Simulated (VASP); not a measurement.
# A VASP study of Ba2CoS3 (PBEsol + U): structure first, properties next, part 6 of 7

What structure does Ba2CoS3 take at this level, and what are its properties? The start is a computed cell from the Materials Project.

VASP 6.6.1; PBEsol, DFT+U (Co d 3 eV), spin-polarised from a ferromagnetic start; plane waves and PAW (Ba_sv, Co, S).

Still holding for the runs below: The magnetic state follows from one typed start and may not be the lowest.

So far, gap on the k-mesh (eV): step 2 (relaxing cell and atoms (PBEsol + U)) 0.586; step 3 (k-mesh 3×7×3) 0.599. The relaxed cell has a, b, c = 11.955, 4.187, 12.361 Å (conventional setting).

## (5) Band structure (PBEsol + U) (continued)

Spin up. The electronic bands at the labelled points (eV, zero at the valence-band top; v1 is the highest filled band, c1 the lowest empty one):

| point | v4 | v3 | v2 | v1 | c1 | c2 | c3 | c4 |
| --- | --- | --- | --- | --- | --- | --- | --- | --- |
| Γ | -0.46 | -0.33 | -0.12 | 0.00 | 1.54 | 2.27 | 2.33 | 2.42 |
| 0.45 of the way | -0.57 | -0.51 | -0.30 | -0.24 | 2.51 | 3.06 | 3.17 | 3.31 |
| X | -0.71 | -0.71 | -0.64 | -0.64 | 2.68 | 2.68 | 3.11 | 3.11 |
| 0.55 of the way | -0.63 | -0.63 | -0.61 | -0.61 | 2.68 | 2.68 | 2.87 | 2.87 |
| S | -0.58 | -0.58 | -0.58 | -0.58 | 2.72 | 2.72 | 2.72 | 2.72 |
| 0.45 of the way | -0.62 | -0.62 | -0.41 | -0.41 | 2.81 | 2.81 | 3.13 | 3.13 |
| Y | -0.38 | -0.38 | -0.18 | -0.18 | 1.86 | 1.86 | 2.45 | 2.45 |
| 0.45 of the way | -0.44 | -0.34 | -0.25 | -0.06 | 1.64 | 2.14 | 2.37 | 2.44 |
| Γ | -0.46 | -0.33 | -0.12 | 0.00 | 1.54 | 2.27 | 2.33 | 2.42 |
| 0.45 of the way | -0.38 | -0.34 | -0.16 | -0.14 | 1.60 | 2.11 | 2.40 | 2.54 |
| Z | -0.38 | -0.38 | -0.25 | -0.25 | 1.82 | 1.82 | 2.54 | 2.54 |
| 0.45 of the way | -0.42 | -0.42 | -0.35 | -0.35 | 2.65 | 2.65 | 3.34 | 3.34 |
| U | -0.75 | -0.75 | -0.63 | -0.63 | 2.68 | 2.68 | 3.06 | 3.06 |
| 0.45 of the way | -0.72 | -0.72 | -0.64 | -0.64 | 2.67 | 2.67 | 2.90 | 2.90 |
| R | -0.67 | -0.67 | -0.67 | -0.67 | 2.71 | 2.71 | 2.71 | 2.71 |
| 0.55 of the way | -0.49 | -0.49 | -0.34 | -0.34 | 2.76 | 2.76 | 3.05 | 3.05 |
| T | -0.30 | -0.30 | -0.26 | -0.26 | 2.08 | 2.08 | 2.10 | 2.10 |
| 0.45 of the way | -0.36 | -0.36 | -0.23 | -0.23 | 1.90 | 1.90 | 2.34 | 2.34 |
| Z | -0.38 | -0.38 | -0.25 | -0.25 | 1.82 | 1.82 | 2.54 | 2.54 |
| jump to Y | -0.38 | -0.38 | -0.18 | -0.18 | 1.86 | 1.86 | 2.45 | 2.45 |
| 0.45 of the way | -0.40 | -0.40 | -0.20 | -0.20 | 1.91 | 1.91 | 2.34 | 2.34 |
| T | -0.30 | -0.30 | -0.26 | -0.26 | 2.08 | 2.08 | 2.10 | 2.10 |
| jump to U | -0.75 | -0.75 | -0.63 | -0.63 | 2.68 | 2.68 | 3.06 | 3.06 |
| 0.55 of the way | -0.74 | -0.74 | -0.64 | -0.64 | 2.68 | 2.68 | 3.09 | 3.09 |
| X | -0.71 | -0.71 | -0.64 | -0.64 | 2.68 | 2.68 | 3.11 | 3.11 |
| jump to S | -0.58 | -0.58 | -0.58 | -0.58 | 2.72 | 2.72 | 2.72 | 2.72 |

Of the projections kept (Ba, Co, S), the largest for each band there; the rest of the weight can lie on other orbitals:

```
point      v4      v3      v2      v1       c1       c2       c3       c4
    Γ  S 0.64  S 0.74  S 0.74  S 0.72  Ba 0.79  Ba 0.51  Ba 0.59  Ba 0.58
    X  S 0.73  S 0.73  S 0.66  S 0.66  Ba 0.61  Ba 0.61  Ba 0.77  Ba 0.77
    S  S 0.70  S 0.70  S 0.70  S 0.70  Ba 0.67  Ba 0.67  Ba 0.67  Ba 0.67
    Y  S 0.75  S 0.75  S 0.69  S 0.69  Ba 0.75  Ba 0.75  Ba 0.53  Ba 0.53
    Γ  S 0.64  S 0.74  S 0.74  S 0.72  Ba 0.79  Ba 0.51  Ba 0.59  Ba 0.58
    Z  S 0.74  S 0.74  S 0.71  S 0.71  Ba 0.71  Ba 0.71  Ba 0.61  Ba 0.61
```

Spin down. The electronic bands at the labelled points (eV, zero at the valence-band top; v1 is the highest filled band, c1 the lowest empty one):

```csv
point,v4,v3,v2,v1,c1,c2,c3,c4
Γ,-0.53,-0.53,-0.53,-0.39,1.45,1.49,1.61,1.66
0.45 of the way,-0.71,-0.64,-0.63,-0.53,1.16,1.26,1.30,1.39
X,-0.62,-0.62,-0.26,-0.26,0.59,0.59,1.07,1.07
0.55 of the way,-0.57,-0.57,-0.33,-0.33,0.68,0.68,1.02,1.02
S,-0.46,-0.46,-0.46,-0.46,0.86,0.86,0.86,0.86
0.45 of the way,-0.66,-0.66,-0.64,-0.64,1.10,1.10,1.33,1.33
Y,-0.57,-0.57,-0.51,-0.51,1.54,1.54,1.60,1.60
0.45 of the way,-0.54,-0.54,-0.53,-0.45,1.49,1.52,1.64,1.64
Γ,-0.53,-0.53,-0.53,-0.39,1.45,1.49,1.61,1.66
0.45 of the way,-0.61,-0.54,-0.46,-0.39,1.37,1.60,1.60,1.63
Z,-0.65,-0.65,-0.41,-0.41,1.44,1.44,1.60,1.60
0.45 of the way,-0.66,-0.66,-0.58,-0.58,1.23,1.23,1.34,1.34
U,-0.66,-0.66,-0.23,-0.23,0.60,0.60,1.08,1.08
0.45 of the way,-0.61,-0.61,-0.29,-0.29,0.67,0.67,1.06,1.06
R,-0.46,-0.46,-0.46,-0.46,0.89,0.89,0.89,0.89
0.55 of the way,-0.70,-0.70,-0.64,-0.64,1.29,1.29,1.33,1.33
T,-0.60,-0.60,-0.51,-0.51,1.54,1.54,1.60,1.60
0.45 of the way,-0.66,-0.66,-0.46,-0.46,1.49,1.49,1.63,1.63
Z,-0.65,-0.65,-0.41,-0.41,1.44,1.44,1.60,1.60
jump to Y,-0.57,-0.57,-0.51,-0.51,1.54,1.54,1.60,1.60
0.45 of the way,-0.60,-0.60,-0.51,-0.51,1.55,1.55,1.59,1.59
T,-0.60,-0.60,-0.51,-0.51,1.54,1.54,1.60,1.60
jump to U,-0.66,-0.66,-0.23,-0.23,0.60,0.60,1.08,1.08
0.55 of the way,-0.64,-0.64,-0.25,-0.25,0.59,0.59,1.08,1.08
X,-0.62,-0.62,-0.26,-0.26,0.59,0.59,1.07,1.07
jump to S,-0.46,-0.46,-0.46,-0.46,0.86,0.86,0.86,0.86
```

Of the projections kept (Ba, Co, S), the largest for each band there; the rest of the weight can lie on other orbitals:

| point | v4 | v3 | v2 | v1 | c1 | c2 | c3 | c4 |
| --- | --- | --- | --- | --- | --- | --- | --- | --- |
| Γ | Co 0.60 | S 0.48 | S 0.51 | S 0.57 | Co 0.50 | Co 0.82 | Co 0.81 | Co 0.77 |
| X | Co 0.63 | Co 0.63 | Co 0.58 | Co 0.58 | Co 0.84 | Co 0.84 | Co 0.91 | Co 0.91 |
| S | Co 0.63 | Co 0.63 | Co 0.63 | Co 0.63 | Co 0.85 | Co 0.85 | Co 0.85 | Co 0.85 |
| Y | Co 0.59 | Co 0.59 | S 0.52 | S 0.52 | Co 0.69 | Co 0.69 | Co 0.81 | Co 0.81 |
| Γ | Co 0.60 | S 0.48 | S 0.51 | S 0.57 | Co 0.50 | Co 0.82 | Co 0.81 | Co 0.77 |
| Z | Co 0.57 | Co 0.57 | S 0.55 | S 0.55 | Co 0.64 | Co 0.64 | Co 0.85 | Co 0.85 |

The path lowers the gap by 0.02 eV against the mesh alone, so a band edge lies off the mesh.

Spin up: On this path the gap is direct, 1.54 eV, with the valence top at Γ and the conduction bottom at Γ. Spin down: On this path the gap is indirect, 0.81 eV, with the valence top at U and the conduction bottom between Γ and X. The least direct gap is 0.83 eV.

## (6) Total and projected DOS (PBEsol + U)

A density of states needs more k-points than a total energy; ISMEAR = -5 takes tetrahedra, and LORBIT projects the states on the PAW spheres. The mesh is finer than in the run before.

Contents of INCAR:

```
SYSTEM = Ba2CoS3
PREC = Accurate
ENCUT = 400
EDIFF = 1E-06
NELM = 100
ISMEAR = -5
SIGMA = 0.05
LREAL = Auto
ALGO = Fast
GGA = PS
NBANDS = 165
ISPIN = 2
MAGMOM = 0.011 0.011 0.011 0.011 0.017 0.017 0.017 0.017 2.421 2.421 2.421 2.421 0.091 0.091 0.091 0.091 0.068 0.068 0.068 0.077 0.077 0.077 0.077 0.068
LDAU = .TRUE.
LDAUTYPE = 2
LDAUL = -1 2 -1
LDAUU = 0 3 0
LDAUJ = 0 0 0
LDAUPRINT = 1
LASPH = .TRUE.
LMAXMIX = 4
LORBIT = 11
LWAVE = .FALSE.
LCHARG = .FALSE.
KPAR = 8
NEDOS = 2001
```

Contents of POSCAR:

```
Ba2CoS3
1.0
   11.9553907722      0.0000000000      0.0000000000
    0.0000000000      4.1872664869      0.0000000000
    0.0000000000      0.0000000000     12.3608885890
Ba Co S
8 4 12
Direct
    0.0114822882      0.2500000000      0.8264270943
    0.4885177118      0.7500000000      0.3264270943
    0.5114822882      0.2500000000      0.6735729057
    0.9885177118      0.7500000000      0.1735729057
    0.1726261155      0.2500000000      0.4780588378
    0.8273738845      0.7500000000      0.5219411622
    0.6726261155      0.2500000000      0.0219411622
    0.3273738845      0.7500000000      0.9780588378
    0.2448678139      0.7500000000      0.6977865142
    0.7448678139      0.7500000000      0.8022134858
    0.7551321861      0.2500000000      0.3022134858
    0.2551321861      0.2500000000      0.1977865142
    0.7743410930      0.2500000000      0.7138539658
    0.2256589070      0.7500000000      0.2861460342
    0.2743410930      0.2500000000      0.7861460342
    0.7256589070      0.7500000000      0.2138539658
    0.4372014963      0.2500000000      0.1403063618
    0.5627985037      0.7500000000      0.8596936382
    0.9372014963      0.2500000000      0.3596936382
    0.3620383986      0.7500000000      0.5536477587
    0.1379616014      0.2500000000      0.0536477587
    0.8620383986      0.7500000000      0.9463522413
    0.6379616014      0.2500000000      0.4463522413
    0.0627985037      0.7500000000      0.6403063618
```

Contents of KPOINTS:

```
Automatic mesh
0
Gamma
4 10 4
0 0 0
```

PAW data sets: Ba_sv, Co and S (PBE family, release 64).

Started as:

```sh
$ mpirun -np 8 vasp_std
```

Output:

```text
[banner, memory and clock lines left out]
running    8 mpi-ranks, on    1 nodes
 distrk:  each k-point on    1 cores,    8 groups
 distr:  one band on    1 cores,    1 groups

 POSCAR found type information on POSCAR BaCoS
 POSCAR found :  3 types and      24 ions
|                                                                             |
|           W    W    AA    RRRRR   N    N  II  N    N   GGGG   !!!           |
|           W    W   A  A   R    R  NN   N  II  NN   N  G    G  !!!           |
|           W    W  A    A  R    R  N N  N  II  N N  N  G       !!!           |
|           W WW W  AAAAAA  RRRRR   N  N N  II  N  N N  G  GGG   !            |
|           WW  WW  A    A  R   R   N   NN  II  N   NN  G    G                |
|           W    W  A    A  R    R  N    N  II  N    N   GGGG   !!!           |
|                                                                             |
|     For optimal performance we recommend to set                             |
|       NCORE = 2 up to number-of-cores-per-socket                            |
|     NCORE specifies how many cores store one orbital (NPAR=cpu/NCORE).      |
|     This setting can greatly improve the performance of VASP for DFT.       |
|     The default, NCORE=1 might be grossly inefficient on modern             |
|     multi-core architectures or massively parallel machines. Do your        |
|     Unfortunately you need to use the default for GW and RPA                |
|     calculations (for HF NCORE is supported but not extensively tested      |
|     yet).                                                                   |
|                                                                             |

 [... a notice as in an earlier step ...]

 LDA part: xc-table for (Slater+PW92), standard interpolation
 POSCAR, INCAR and KPOINTS ok, starting setup
 FFT: planning ... GRIDC
 FFT: planning ... GRID_SOFT
 FFT: planning ... GRID
 WAVECAR not read
 entering main loop
       N       E                     dE             d eps       ncg     rms          rms(c)
DAV:   1     0.133317243024E+04    0.13332E+04   -0.63038E+04 35640   0.848E+02
DAV:   2     0.244168360974E+02   -0.13088E+04   -0.12024E+04 38352   0.226E+02
DAV:   3    -0.130585846437E+03   -0.15500E+03   -0.14948E+03 44408   0.898E+01
DAV:   4    -0.139453704725E+03   -0.88679E+01   -0.87629E+01 50088   0.214E+01
DAV:   5    -0.139925531495E+03   -0.47183E+00   -0.47110E+00 52656   0.436E+00    0.403E+01
RMM:   6    -0.183973979064E+03   -0.44048E+02   -0.30697E+02 47190   0.503E+01    0.105E+02
RMM:   7    -0.135417408189E+03    0.48557E+02   -0.54172E+01 38098   0.209E+01    0.365E+01
RMM:   8    -0.127264982431E+03    0.81524E+01   -0.19380E+01 38235   0.115E+01    0.142E+01
RMM:   9    -0.129100602762E+03   -0.18356E+01   -0.19565E+00 45424   0.245E+00    0.102E+01
RMM:  10    -0.129147450459E+03   -0.46848E-01   -0.11560E+00 49250   0.223E+00    0.570E+00
RMM:  11    -0.129219141490E+03   -0.71691E-01   -0.46232E-01 48395   0.131E+00    0.271E+00
RMM:  12    -0.129276234724E+03   -0.57093E-01   -0.16914E-01 51715   0.747E-01    0.162E+00
RMM:  13    -0.129292821308E+03   -0.16587E-01   -0.51052E-02 55463   0.385E-01    0.110E+00
RMM:  14    -0.129306308136E+03   -0.13487E-01   -0.18158E-02 53285   0.300E-01    0.586E-01
RMM:  15    -0.129312932315E+03   -0.66242E-02   -0.12162E-02 54108   0.209E-01    0.271E-01
RMM:  16    -0.129315496721E+03   -0.25644E-02   -0.41751E-03 58753   0.108E-01    0.148E-01
RMM:  17    -0.129316937275E+03   -0.14406E-02   -0.10874E-03 63818   0.635E-02    0.108E-01
RMM:  18    -0.129318789255E+03   -0.18520E-02   -0.84256E-04 55146   0.699E-02    0.901E-02
RMM:  19    -0.129319403481E+03   -0.61423E-03   -0.31044E-04 59612   0.334E-02    0.821E-02
RMM:  20    -0.129320828848E+03   -0.14254E-02   -0.92028E-04 55105   0.746E-02    0.648E-02
RMM:  21    -0.129321856317E+03   -0.10275E-02   -0.18115E-03 59299   0.105E-01    0.482E-02
RMM:  22    -0.129322195405E+03   -0.33909E-03   -0.19101E-04 52819   0.315E-02    0.252E-02
RMM:  23    -0.129322300226E+03   -0.10482E-03   -0.14167E-04 53010   0.286E-02    0.160E-02
RMM:  24    -0.129322333906E+03   -0.33681E-04   -0.65855E-05 51737   0.184E-02    0.901E-03
RMM:  25    -0.129322346243E+03   -0.12337E-04   -0.19267E-05 51577   0.900E-03    0.472E-03
WARNING in EDDRMM: call to ZHEGV failed, returncode =   8  4    151
RMM:  26    -0.129322348544E+03   -0.23002E-05   -0.37547E-06 42578   0.363E-03    0.232E-03
 num prob  num prob  num prob WARNING in EDDRMM: call to ZHEGV failed, returncode =   6  3     94
RMM:  27    -0.129322348813E+03   -0.26969E-06   -0.75007E-07 30083   0.183E-03
   1 F= -.12932235E+03 E0= -.12932235E+03  d E =0.000000E+00  mag=    11.9999
```

The job ended after 34 min (8 MPI ranks of Intel Xeon 6975P-C (Granite Rapids), shared host; peak memory 29 GiB).

[end of part 6 of 7]

[Lines on the potential files, build, host, timing and source positions are cut from VASP's logs without a mark.]

[Logs are printed without paths, hosts, clocks, repeated set-up lines and the standing remarks that a program may print on its own settings, such as how far it seeks lower states.]

[Hosts, paths, dates, database ids (printed as entryN), source tags and the programs' standing remarks are cut or masked in the printed files.]

[A measured line is paired with the nearest computed mode of its activity, which favours agreement.]

[In band tables of VASP the shares of atoms and orbitals are scaled to a sum of 1 inside the atoms' spheres.]
